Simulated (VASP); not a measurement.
GeSb2Te4:

```
CELL_PARAMETERS angstrom
4.17281 0.00000 0.00000
0.00000 6.93467 0.00000
0.00000 0.00000 8.56052
ATOMIC_POSITIONS crystal
Ge 0.50000 0.50000 0.00000
Sb 0.00000 0.72649 0.00000
Sb 0.00000 0.27351 0.00000
Te 0.00000 0.72531 0.50000
Te 0.00000 0.27469 0.50000
Te 0.50000 0.50000 0.30379
Te 0.50000 0.50000 0.69621
```

The cell was built by a generator and needn't be a form met in nature.

```yaml
Program: VASP 6.6.1
Task: relaxation of cell and atoms
Functional: PBE
Potentials_or_basis: VASP PAW PBE potentials, release 64 (Ge_d, Sb, Te)
Cutoff: 520 eV
k_mesh: 4 × 2 × 2
Occupations: gaussian, width 0.15 eV
Spin: no spin polarisation
```

At the start: pressure 6.0 GPa; volume 35.39 Å³/atom.

Task: How do energy, volume and symmetry change on relaxing?

Result: Over 17 steps the energy falls by 276.1 meV/atom and the volume is 37.42 Å³/atom (+5.7 %); space group Pmmm (No. 47, to 0.05 Å).

The path:
```tsv
step	energy change (eV)	largest force (eV/Å)	pressure (GPa)	volume (Å³)
1	0.0000	2.1364	6.03	247.72
2	-0.8412	0.5497	-2.56	298.21
3	-0.9138	0.7057	-1.18	284.84
4	-1.2225	1.1738	-0.87	279.67
5	-1.4256	1.9628	0.26	271.79
6	-1.5636	1.5424	0.29	270.04
7	-1.6173	0.8549	0.83	267.65
8	-1.7792	0.3214	-0.04	270.38
9	-1.8497	0.2762	-0.87	273.88
10	-1.8866	0.3037	-0.69	269.71
11	-1.9084	0.2880	0.74	257.35
12	-1.9178	0.3180	0.45	261.71
13	-1.9167	0.3167	0.02	263.06
14	-1.9176	0.3159	0.32	262.23
15	-1.9273	0.1883	-0.06	262.67
16	-1.9288	0.1220	-0.16	262.89
17	-1.9329	0.0509	0.00	261.92
```

Final structure:
```yaml
crystal:
  lattice:
    - [4.28561, 0.00000, 0.00000]
    - [0.00000, 6.52070, 0.00000]
    - [0.00000, 0.00000, 9.37246]
  atoms:
    - { symbol: Ge, position: [0.50000, 0.50000, 0.00000] }
    - { symbol: Sb, position: [0.00000, 0.78376, 0.00000] }
    - { symbol: Sb, position: [0.00000, 0.21624, 0.00000] }
    - { symbol: Te, position: [0.00000, 0.73730, 0.50000] }
    - { symbol: Te, position: [0.00000, 0.26270, 0.50000] }
    - { symbol: Te, position: [0.50000, 0.50000, 0.30403] }
    - { symbol: Te, position: [0.50000, 0.50000, 0.69597] }
```

Caveat: the k mesh is coarse (spacing up to 0.45 Å⁻¹), so the values aren't converged; this functional lacks dispersion, which binds the layers, so the pressure and a relaxed spacing across them are unreliable.
